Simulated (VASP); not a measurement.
These are PBE GGA, VASP's PBE PAW potentials (set 64) (plane waves; VASP) values and carry that method's errors.

Input for VASP

POSCAR:
```
CuI
1
    0.0000000000     3.0353534981     3.0353534981
    3.0353534981     0.0000000000     3.0353534981
    3.0353534981     3.0353534981    -0.0000000000
Cu I
1 1
Direct
  1.0000000000   0.0000000000   0.0000000000
  0.2500000000   0.2500000000   0.2500000000
```

### KPOINTS
```
Automatic mesh
0
Gamma
11 11 11
0 0 0
```

**INCAR**
```
SYSTEM = CuI
PREC = Accurate
ENCUT = 400
EDIFF = 1E-8
NELM = 100
ALGO = Normal
LREAL = .FALSE.
LASPH = .TRUE.
ISMEAR = 0
SIGMA = 0.01
GGA = PE
LMAXMIX = 4
LWAVE = .FALSE.
LCHARG = .FALSE.
IBRION = 8
NSW = 1
LEPSILON = .TRUE.
```

POTCAR, in this order: Cu I (PBE.64 set). Program: vasp_std.

Output of the run:

**OUTCAR**
```


 HEAD OF MICROSCOPIC STATIC DIELECTRIC TENSOR (INDEPENDENT PARTICLE, excluding Hartree and local field effects)
 ------------------------------------------------------
           6.713565    -0.000000     0.000000
           0.000000     6.713565     0.000000
           0.000000    -0.000000     6.713565
 ------------------------------------------------------

 MACROSCOPIC STATIC DIELECTRIC TENSOR (including local field effects in DFT)
 ------------------------------------------------------
           6.362944    -0.000000    -0.000000
           0.000000     6.362944    -0.000000
           0.000000     0.000000     6.362944
 ------------------------------------------------------

 PIEZOELECTRIC TENSOR (including local field effects)  for field in x, y, z        (e  Angst)
          XX          YY          ZZ          XY          YZ          ZX
  --------------------------------------------------------------------------------
  x    -0.00000    -0.00000    -0.00000     0.00000    -1.18161     0.00000
  y     0.00000     0.00000     0.00000     0.00000    -0.00000    -1.18161
  z     0.00000     0.00000    -0.00000    -1.18161     0.00000     0.00000

 PIEZOELECTRIC TENSOR (including local field effects)  for field in x, y, z        (C/m^2)
          XX          YY          ZZ          XY          YZ          ZX
  --------------------------------------------------------------------------------
  x    -0.00000    -0.00000    -0.00000     0.00000    -0.33848     0.00000
  y     0.00000     0.00000     0.00000     0.00000    -0.00000    -0.33848
  z     0.00000     0.00000    -0.00000    -0.33848     0.00000     0.00000

 BORN EFFECTIVE CHARGES (including local field effects) (in |e|, cummulative output)
 ---------------------------------------------------------------------------------
 ion    1
    1     1.11088    -0.00000    -0.00000
    2    -0.00000     1.11088     0.00000
    3     0.00000     0.00000     1.11088
 ion    2
    1    -1.11088     0.00000     0.00000
    2     0.00000    -1.11088    -0.00000
    3     0.00000     0.00000    -1.11088

   1 f  =    3.723096 THz    23.392903 2PiTHz  124.189121 cm-1    15.397482 meV

   2 f  =    3.723096 THz    23.392903 2PiTHz  124.189121 cm-1    15.397482 meV

   3 f  =    3.723096 THz    23.392903 2PiTHz  124.189121 cm-1    15.397482 meV

   4 f/i=    0.003679 THz     0.023113 2PiTHz    0.122702 cm-1     0.015213 meV

   5 f/i=    0.003679 THz     0.023113 2PiTHz    0.122702 cm-1     0.015213 meV

   6 f/i=    0.003679 THz     0.023113 2PiTHz    0.122702 cm-1     0.015213 meV

 MACROSCOPIC STATIC DIELECTRIC TENSOR IONIC CONTRIBUTION
 ------------------------------------------------------
           1.661320    -0.000000    -0.000000
          -0.000000     1.661320     0.000000
          -0.000000     0.000000     1.661320
 ------------------------------------------------------

 ELASTIC MODULI CONTR FROM IONIC RELAXATION (kBar)
 Direction    XX          YY          ZZ          XY          YZ          ZX
 --------------------------------------------------------------------------------
 XX          -0.0000     -0.0000     -0.0000      0.0000      0.0000      0.0000
 YY          -0.0000     -0.0000     -0.0000      0.0000      0.0000      0.0000
 ZZ          -0.0000     -0.0000     -0.0000      0.0000      0.0000      0.0000
 XY           0.0000      0.0000      0.0000   -113.2263      0.0000      0.0000
 YZ           0.0000      0.0000      0.0000      0.0000   -113.2263      0.0000
 ZX           0.0000      0.0000      0.0000      0.0000      0.0000   -113.2263
 --------------------------------------------------------------------------------

 PIEZOELECTRIC TENSOR IONIC CONTR  for field in x, y, z        (C/m^2)
          XX          YY          ZZ          XY          YZ          ZX
  --------------------------------------------------------------------------------
  x     0.00000    -0.00000    -0.00000    -0.00000     0.40811    -0.00000
  y    -0.00000     0.00000    -0.00000     0.00000    -0.00000     0.40811
  z    -0.00000    -0.00000     0.00000     0.40811     0.00000     0.00000
```
(Selected blocks of OUTCAR.)

File OUTCAR:
```
 val. band max:        4.3904418853   @ k =   0.0000   0.0000   0.0000

 cond. band min:       5.5213839093   @ k =   0.0000   0.0000   0.0000


 Fermi energy:         4.4685397048

 k-point     1 :       0.0000    0.0000    0.0000
  band No.  band energies     occupation
      1      -9.6013      2.00000
      2       0.7686      2.00000
      3       0.7686      2.00000
      4       0.7686      2.00000
      5       2.5560      2.00000
      6       2.5560      2.00000
      7       4.3904      2.00000
      8       4.3904      2.00000
      9       4.3904      2.00000
     10       5.5214      0.00000
     11       9.2644      0.00000
     12       9.2644      0.00000
     13       9.2645      0.00000

 k-point     2 :       0.0909    0.0000    0.0000
  band No.  band energies     occupation
      1      -9.5627      2.00000
      2       0.6079      2.00000
      3       0.7715      2.00000
      4       0.7715      2.00000
      5       2.5522      2.00000
      6       2.5522      2.00000
      7       3.9904      2.00000
      8       4.3273      2.00000
      9       4.3273      2.00000
     10       5.9747      0.00000
     11       9.1786      0.00000
     12       9.3858      0.00000
     13       9.3858      0.00000

 k-point     3 :       0.1818    0.0000    0.0000
  band No.  band energies     occupation
      1      -9.4557      2.00000
      2       0.1811      2.00000
      3       0.7787      2.00000
      4       0.7787      2.00000
      5       2.5463      2.00000
      6       2.5463      2.00000
      7       3.4476      2.00000
      8       4.1686      2.00000
      9       4.1686      2.00000
     10       6.5134      0.00000
     11       9.3292      0.00000
     12       9.6538      0.00000
     13       9.6538      0.00000

 k-point     4 :       0.2727    0.0000    0.0000
  band No.  band energies     occupation
      1      -9.3069      2.00000
      2      -0.3637      2.00000
      3       0.7856      2.00000
...
```

The dielectric response may not be converged in the k-mesh; for small gaps it tends to come out too large. Unless said otherwise, spin-orbit coupling is left out, though it shifts the bands of the heavy elements here.

The compound is CuI in the zinc blende structure. It was relaxed first.
